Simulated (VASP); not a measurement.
Take CoAl (CsCl type), with a static lattice, in VASP with PAW potentials, and its lattice constant a.

Task: One run gives 2.873 Å. Which level is it?
A. RPBE
B. PBE-D3(BJ)
C. optB88-vdW
D. rev-vdW-DF2

Result: A, RPBE.  The others give 2.836 (rev-vdW-DF2), 2.819 (PBE-D3(BJ)), 2.844 (optB88-vdW).

Only levels that ran to the end are used. Left out are those held back, those with too coarse a band path, GW runs whose mesh misses a band edge, hybrids' fits of cells that aren't cubic and levels without matching references; a question may draw on a part of the rest.

The compound is CoAl in the CsCl type structure.
